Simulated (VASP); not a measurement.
Consider the following.

```xyz
2
Lattice="0.0000 2.4938 2.4938 2.4938 0.0000 2.4938 2.4938 2.4938 0.0000" Properties=species:S:1:pos:R:3 pbc="T T T"
Ge     0.0000     0.0000     0.0000
Rh     2.4938     2.4938     2.4938
```

Level of theory: PBEsol GGA, VASP's PBE PAW potentials (set 64) (plane waves; VASP). Settings: 400 eV cut-off, Gaussian smearing of 0.050 eV, potentials Ge_d Rh_pv.

Q: Give the energies of bands 10 to 17 at the high-symmetry points, in eV from the Fermi level.

A: 
| band | Γ | X | U | L | W |
|---|---|---|---|---|---|
| 10 | -2.79 | -4.26 | -4.68 | -6.59 | -4.30 |
| 11 | -2.79 | -3.95 | -4.33 | -4.33 | -4.30 |
| 12 | -2.79 | -2.00 | -3.39 | -4.33 | -4.10 |
| 13 | -2.55 | -1.22 | -1.44 | -1.62 | -1.22 |
| 14 | -2.55 | -1.22 | -1.38 | -1.62 | -0.33 |
| 15 | 3.23 | -0.08 | -0.38 | -0.37 | -0.33 |
| 16 | 3.23 | -0.08 | 0.61 | 5.78 | 0.25 |
| 17 | 3.23 | 0.77 | 2.43 | 7.20 | 0.63 |

It has no gap at this level: it comes out as a metal or semimetal.

The structure was generated: GeRh was put into the rocksalt type (Fm-3m), which need not be its known phase. It was relaxed first, which changed the volume by -20 %. The electron count is odd and the run is not spin-polarised, which forces a metal.
